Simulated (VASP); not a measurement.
Ga2O3 (corundum): the LDA gap over mesh and path against the volume, with shape and ions relaxed at each volume; LDA's own equilibrium is at 9.490 Å³/atom. VASP (PAW), 520 eV cut-off, 6×6×6 Γ-centred mesh, Gaussian smearing of 0.050 eV, potentials Ga_d O.  Fit the value as a straight line in ln V.

```
V (Å³/atom)  LDA gap over mesh and path (eV)
-----------  -------------------------------
8.351                                  4.371
8.636                                  4.003
8.92                                   3.643
9.205                                  3.296
9.49                                   2.966
9.774                                  2.650
```

### Question
Fit the rows as the text says and predict the value at 10.059.

### Answer
The slope against ln V is -10.96 eV, the volume deformation potential of this gap. The line misses the rows by up to 0.006 and gives 2.329 at 10.059. The run gave 2.352, +0.023 from the line.

Left out are failed runs and those whose mesh is unfit for this quantity.

The compound is Ga2O3 in the corundum structure, the metastable α form; monoclinic β is stable.
